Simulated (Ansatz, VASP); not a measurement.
# Cross-check of SbAs between VASP and Ansatz, part 2 of 2

Wanted: the spread between two codes on one cell, functional and k mesh. The cell is generated by rule, not measured, and may not be a known phase. The cell is taken from a series of runs on this material, whose earlier steps may have relaxed, scaled, displaced or heated it; both programs get it as it stands.

VASP 6.6.1 and Ansatz 0.2.0.

So far. Step 2 (VASP: single point, PBEsol, pair 1): The run ends at a pressure of -1.24 GPa, with forces up to 0.41 eV/Å. Step 3 (Ansatz: single point, PBEsol, pair 1): The run ends at a pressure of -1.36 GPa, with forces up to 0.41 eV/Å.

## (6) VASP: single point, PBEsol, pair 2

Level of this step: PBEsol; plane waves and PAW (Sb, As); invented cell (VASP).

With cell and atoms fixed, the geometry can't cause a difference; cores, projectors, grids and the points listed under the comparison can.

Contents of INCAR:

```
SYSTEM = SbAs
PREC = Accurate
ENCUT = 500
EDIFF = 1E-06
NELM = 120
ISMEAR = 1
SIGMA = 0.2
LREAL = .FALSE.
ALGO = Normal
GGA = PS
NBANDS = 28
LORBIT = 11
LWAVE = .FALSE.
LCHARG = .FALSE.
ISIF = 2
LASPH = .TRUE.
GGA_COMPAT = .FALSE.
KPAR = 2
```

Contents of POSCAR:

```
SbAs
1.0
    0.0000000000     -3.2138340659     -3.2138340659
    0.0000000000      3.2138340659     -3.2138340659
   12.8553362638      0.0000000000      0.0000000000
Sb As
4 4
Direct
    0.5864556905      0.5754748760      0.2500000000
    0.4135443095      0.4245251240      0.7500000000
    0.0754748760      0.0864556905      0.0000000000
    0.9245251240      0.9135443095      0.5000000000
    0.9145161007      0.5854838993      0.8750000000
    0.0854838993      0.4145161007      0.3750000000
    0.4066535503      0.9066535503      0.6250000000
    0.5933464497      0.0933464497      0.1250000000
```

Contents of KPOINTS:

```
Automatic mesh
0
Gamma
8 8 4
0 0 0
```

Potentials, in the order of the species: Sb and As (PBE family, release 64).

Command:

```console
$ mpirun -np 2 vasp_std
```

Numbers of over 12 decimals in the logs are rounded to 6 here.

The log of the run:

```text
[banner, memory and clock lines left out]
running    2 mpi-ranks, on    1 nodes
[...]
[... a notice as in an earlier step ...]

 LDA part: xc-table for (Slater+PW92), standard interpolation
 POSCAR, INCAR and KPOINTS ok, starting setup
[...]
entering main loop
       N       E                     dE             d eps       ncg     rms          rms(c)
DAV:   1     0.182258901002E+03    0.18226E+03   -0.13365E+04  3528   0.108E+03
DAV:   2    -0.172908567280E+02   -0.19955E+03   -0.19429E+03  4348   0.176E+02
DAV:   3    -0.359373595774E+02   -0.18647E+02   -0.18291E+02  4276   0.567E+01
DAV:   4    -0.364363273389E+02   -0.49897E+00   -0.49235E+00  4692   0.948E+00
[...]
DAV:  11    -0.360915509287E+02   -0.20140E-04   -0.52923E-05  4080   0.329E-02    0.113E-02
DAV:  12    -0.360915528261E+02   -0.18974E-05   -0.47846E-06  4204   0.100E-02    0.417E-03
DAV:  13    -0.360915534635E+02   -0.63740E-06   -0.10446E-06  2308   0.502E-03
   1 F= -.36091553E+02 E0= -.36091699E+02  d E =0.437332E-03
```

From OUTCAR (step 6):

```text
  Total       -3.2208891     -5.2228543     -2.4846607      0.0000000      0.0000000      0.0000000
  in kB      -19.4323807    -31.5107077    -14.9905418      0.0000000      0.0000000      0.0000000
  external PRESSURE =     -21.9778768 kB  Pullay stress =       0.0000000 kB

 POSITION                                       TOTAL-FORCE (eV/Angst)
 -----------------------------------------------------------------------------------
      3.21383     -0.03529     -3.73425         0.416835     -0.334795     -0.205455
      9.64150      0.03529     -2.69342         0.416835      0.334795      0.205455
      0.00000      0.03529     -0.52042        -0.416835      0.334795     -0.205455
      6.42767     -0.03529     -5.90725        -0.416835     -0.334795      0.205455
     11.24842     -1.05745     -4.82075         0.000000     -0.407649      0.000000
      4.82075      1.05745     -1.60692        -0.000000      0.407649      0.000000
      8.03459      1.60692     -4.22075         0.000000      0.000000     -0.038448
      1.60692     -1.60692     -2.20692         0.000000      0.000000      0.038448
 -----------------------------------------------------------------------------------
    total drift:                                0.000000      0.000000      0.000000

  FREE ENERGIE OF THE ION-ELECTRON SYSTEM (eV)
  ---------------------------------------------------
  free  energy   TOTEN  =       -36.0915534635 eV

  energy  without entropy=      -36.0919907958  energy(sigma->0) =      -36.09169924

[... 2 parts as in an earlier step ...]

[... 1 further part left out ...]
[key lines of the parts left out:]
E-fermi :   3.8781
```

The run ends at a pressure of -2.20 GPa, with forces up to 0.57 eV/Å.

## (7) Ansatz: single point, PBEsol, pair 2

The same cell, functional, mesh and smearing now go to Ansatz, which takes its cutoff from its data sets.

The cell is taken from a series of runs on this material, whose earlier steps may have relaxed, scaled, displaced or heated it; both programs get it as it stands.

Contents of input.yaml:

```yaml
crystal:
  lattice:
    - [0.0, -3.2138340659, -3.2138340659]
    - [0.0, 3.2138340659, -3.2138340659]
    - [12.8553362638, 0.0, 0.0]
  atoms:
    - { symbol: Sb, position: [0.5864556905, 0.575474876, 0.25] }
    - { symbol: Sb, position: [0.4135443095, 0.424525124, 0.75] }
    - { symbol: Sb, position: [0.075474876, 0.0864556905, 0.0] }
    - { symbol: Sb, position: [-0.075474876, -0.0864556905, 0.5] }
    - { symbol: As, position: [-0.0854838993, 0.5854838993, 0.875] }
    - { symbol: As, position: [0.0854838993, 0.4145161007, 0.375] }
    - { symbol: As, position: [0.4066535503, -0.0933464497, 0.625] }
    - { symbol: As, position: [0.5933464497, 0.0933464497, 0.125] }
kpoints:
  mp_grid: { grid: [8, 8, 4] }
hamiltonian:
  xc: pbesol
scf:
  occupations: { method: methfessel_paxton, width: 0.2 }
output:
  forces: true
  stress: true
  eigenvalues: true
```

Command:

```console
$ ansatz run input.yaml --threads 4 --pin off --max-ram 7168MiB --backend cpu --events-out ev --progress --plain --runs-dir out
```

The log of the run:

```text
[...]
Crystal: 8 atoms, lattice volume = 265.559 Å³
Basis set: ecut = 420 eV, 5187 PW (Γ), exchange–correlation on 64×64×180 points (8 copies of the dense FFT grid, shifted against one another)
Bands: 72, of which v1, the nominal top of the filled ones, is band 60 counted from 1 (59 counted from 0)
Symmetry: 4 space group operations
[...]
k-points: 63 of 256 (time reversal used)
[...]
k-point 0: bands = [... 56 lower, 5.2538, 5.8684, 6.1211, 6.3166, 6.4039, 6.6425, 6.8222, 7.7546, ... 8 higher]
  k-point 1: bands = [... 56 lower, 5.4752, 5.9674, 6.1308, 6.2282, 6.4134, 6.5085, 7.0399, 7.6135, ... 8 higher]
  k-point 2: bands = [... 56 lower, 5.8417, 5.8417, 6.1961, 6.1961, 6.3904, 6.3904, 7.3423, 7.3423, ... 8 higher]
  k-point 62: bands = [... 56 lower, 5.8242, 5.8242, 6.5444, 6.5444, 6.9936, 6.9936, 7.6292, 7.6292, ... 8 higher]
[key lines of the parts left out:]
SCF converged after 6 iterations
Free energy (F): -44881.828271 eV
Fermi energy:    6.867808 eV
P = ⅓ Tr σ = -2.3084 GPa (-23.084 kbar)
```

The run ends at a pressure of -2.31 GPa, with forces up to 0.57 eV/Å.

## (8) Comparison

What differs besides the data sets and the points named for the pairs above, as far as they apply: the data sets hold 120 valence electrons in Ansatz (on its default PAW (the set named soft_2) files) and 40 in VASP. Total energies have different zeros and are not compared.

Compared:

```csv
quantity,Ansatz,VASP,difference
pressure (GPa),-2.31,-2.20,-0.11
```

Forces (eV/Å; atoms numbered as in POSCAR):

```csv
atom,"Ansatz x, y, z","VASP x, y, z"
Sb1,"0.407, -0.357, -0.192","0.417, -0.335, -0.205"
Sb2,"0.407, 0.357, 0.192","0.417, 0.335, 0.205"
Sb3,"-0.407, 0.357, -0.192","-0.417, 0.335, -0.205"
Sb4,"-0.407, -0.357, 0.192","-0.417, -0.335, 0.205"
As5,"0.000, -0.422, 0.000","0.000, -0.408, 0.000"
As6,"0.000, 0.422, 0.000","0.000, 0.408, 0.000"
As7,"0.000, 0.000, -0.012","0.000, 0.000, -0.038"
As8,"0.000, 0.000, 0.012","0.000, 0.000, 0.038"
```

The forces differ by 14 meV/Å r.m.s., which is 5.4 % of the r.m.s. force of 0.262 eV/Å (both taken over all components).

## (9) VASP: single point, PBEsol, pair 3

With cell and atoms fixed, the geometry can't cause a difference; cores, projectors, grids and the points listed under the comparison can.

INCAR is that of step 6.

Contents of POSCAR:

```
SbAs
1.0
    0.0000000000     -3.2138340659     -3.2138340659
    0.0000000000      3.2138340659     -3.2138340659
   12.8553362638      0.0000000000      0.0000000000
Sb As
4 4
Direct
    0.5000000000      0.5032823163      0.2500000000
    0.5000000000      0.4967176837      0.7500000000
    0.0000000000      0.0083976726      0.0000000000
    0.0000000000      0.9916023274      0.5000000000
    0.0000000000      0.5088007877      0.8750000000
    0.0000000000      0.4911992123      0.3750000000
    0.5000000000      0.9953705793      0.6250000000
    0.5000000000      0.0046294207      0.1250000000
```

KPOINTS is that of step 6.

Command:

```console
$ mpirun -np 2 vasp_std
```

The log of the run:

```text
[... set-up lines as in an earlier step ...]
 entering main loop
       N       E                     dE             d eps       ncg     rms          rms(c)
DAV:   1     0.184783881617E+03    0.18478E+03   -0.13550E+04  4200   0.108E+03
DAV:   2    -0.165102014821E+02   -0.20129E+03   -0.19600E+03  5208   0.176E+02
DAV:   3    -0.355383007550E+02   -0.19028E+02   -0.18512E+02  5172   0.565E+01
DAV:   4    -0.360404861688E+02   -0.50219E+00   -0.49812E+00  5356   0.948E+00
[...]
DAV:  11    -0.356786897749E+02   -0.16578E-04   -0.47679E-05  4924   0.265E-02    0.768E-03
DAV:  12    -0.356786879807E+02    0.17942E-05   -0.80735E-06  4784   0.112E-02    0.512E-03
DAV:  13    -0.356786885128E+02   -0.53210E-06   -0.14606E-06  2732   0.483E-03
   1 F= -.35678689E+02 E0= -.35669803E+02  d E =-.266573E-01
```

Parts of OUTCAR (step 9):

```text
  Total        0.5473595      0.5555957      0.5555957      0.0000000     -0.0133388      0.0000000
  in kB        3.3023487      3.3520397      3.3520397      0.0000000     -0.0804760      0.0000000
  external PRESSURE =       3.3354761 kB  Pullay stress =       0.0000000 kB

 POSITION                                       TOTAL-FORCE (eV/Angst)
 -----------------------------------------------------------------------------------
      3.21383      0.01055     -3.22438         0.002799      0.015603     -0.015603
      9.64150     -0.01055     -3.20329         0.002799     -0.015603      0.015603
      0.00000      0.02699     -0.02699         0.002334      0.030159     -0.030159
      6.42767      3.18685     -3.18685         0.002334     -0.030159      0.030159
     11.24842      1.63520     -1.63520        -0.003423      0.024214     -0.024214
      4.82075      1.57863     -1.57863        -0.003423     -0.024214      0.024214
      8.03459      1.59204     -4.80587        -0.001710     -0.009147      0.009147
      1.60692     -1.59204     -1.62180        -0.001710      0.009147     -0.009147
 -----------------------------------------------------------------------------------
    total drift:                                0.000026     -0.000000      0.000000

  FREE ENERGIE OF THE ION-ELECTRON SYSTEM (eV)
  ---------------------------------------------------
  free  energy   TOTEN  =       -35.6786885128 eV

  energy  without entropy=      -35.6520311793  energy(sigma->0) =      -35.66980273

[... 1 part as in an earlier step ...]

[... 2 further parts left out ...]
[key lines of the parts left out:]
E-fermi :   3.9539
```

The run ends at a pressure of 0.33 GPa, with forces up to 0.043 eV/Å.

## (10) Ansatz: single point, PBEsol, pair 3

The same cell, functional, mesh and smearing now go to Ansatz, which takes its cutoff from its data sets.

The cell is taken from a series of runs on this material, whose earlier steps may have relaxed, scaled, displaced or heated it; both programs get it as it stands.

input.yaml, the sections that differ from step 7:

```yaml
crystal:
  lattice:
    - [0.0, -3.2138340659, -3.2138340659]
    - [0.0, 3.2138340659, -3.2138340659]
    - [12.8553362638, 0.0, 0.0]
  atoms:
    - { symbol: Sb, position: [0.5, 0.5032823163, 0.25] }
    - { symbol: Sb, position: [0.5, 0.4967176837, 0.75] }
    - { symbol: Sb, position: [0.0, 0.0083976726, 0.0] }
    - { symbol: Sb, position: [0.0, -0.0083976726, 0.5] }
    - { symbol: As, position: [0.0, 0.5088007877, 0.875] }
    - { symbol: As, position: [0.0, 0.4911992123, 0.375] }
    - { symbol: As, position: [0.5, -0.0046294207, 0.625] }
    - { symbol: As, position: [0.5, 0.0046294207, 0.125] }
# kpoints, hamiltonian, scf, output: as in step 7
```

Command:

```console
$ ansatz run input.yaml --threads 4 --pin off --max-ram 7168MiB --backend cpu --events-out ev --progress --plain --runs-dir out
```

The log of the run:

```text
[...]
Crystal: 8 atoms, lattice volume = 265.559 Å³
Basis set: ecut = 420 eV, 5187 PW (Γ), exchange–correlation on 64×64×180 points (8 copies of the dense FFT grid, shifted against one another)
Bands: 72, of which v1, the nominal top of the filled ones, is band 60 counted from 1 (59 counted from 0)
Symmetry: 4 space group operations
[...]
k-points: 75 of 256 (time reversal used)
[...]
k-point 0: bands = [... 56 lower, 4.9347, 6.1850, 6.4240, 6.4703, 6.4749, 6.5517, 6.5526, 7.5706, ... 8 higher]
  k-point 1: bands = [... 56 lower, 5.1264, 6.0904, 6.1776, 6.3316, 6.4931, 6.6487, 6.8322, 7.4487, ... 8 higher]
  k-point 2: bands = [... 56 lower, 5.5819, 5.5819, 6.2121, 6.2121, 6.6127, 6.6127, 7.1593, 7.1593, ... 8 higher]
  k-point 74: bands = [... 56 lower, 6.8649, 6.8649, 6.8774, 6.8774, 7.0316, 7.0316, 7.0440, 7.0440, ... 8 higher]
[key lines of the parts left out:]
SCF converged after 8 iterations
Free energy (F): -44881.419699 eV
Fermi energy:    6.940348 eV
P = ⅓ Tr σ = 0.2039 GPa (2.039 kbar)
```

The run ends at a pressure of 0.20 GPa, with forces up to 0.043 eV/Å.

## (11) Side by side

What differs besides the data sets and the points named for the pairs above, as far as they apply: the data sets hold 120 valence electrons in Ansatz (on its default PAW (the set named soft_2) files) and 40 in VASP. Total energies have different zeros and are not compared.

Compared:

```csv
quantity,Ansatz,VASP,difference
pressure (GPa),0.20,0.33,-0.13
```

## (12) Outcome

| Quantity | Value |
| --- | --- |
| r.m.s. force difference (single point, PBEsol, pair 1) | 12 meV/Å |
| r.m.s. force difference (single point, PBEsol, pair 2) | 5.4 % of the r.m.s. force |
| difference in pressure (single point, PBEsol, pair 3) | -0.13 GPa |

In words: The r.m.s. force difference is 5.4 % of the r.m.s. force (single point, PBEsol, pair 2), beyond the 3 % picked in this series as the mark of a large difference. The data sets hold unlike numbers of valence electrons (120 in Ansatz and 40 in VASP), so part of the differences comes from the potentials. Single point, PBEsol, pair 1, VASP with the data sets Sb_d_GW and As_d and a cutoff of 600 eV: r.m.s. force difference goes from 12 to 0.7 meV/Å; the difference in pressure goes from -0.12 to 0.0070 GPa. What causes the difference of the single point, PBEsol, pair 2 pair stays open here. 1 further run of this series is not shown here. Such differences can come from data sets, numerical settings and the points named under the comparisons, not from the functional's error against experiment.

[Lines on the potential files, build, host, timing and source positions are cut from VASP's logs without a mark.]

[Logs are printed without paths, hosts, clocks, repeated set-up lines and the standing remarks that a program may print on its own settings, such as how far it seeks lower states.]

[Hosts, paths, dates, database ids (printed as entryN), source tags and the programs' standing remarks are cut or masked in the printed files.]
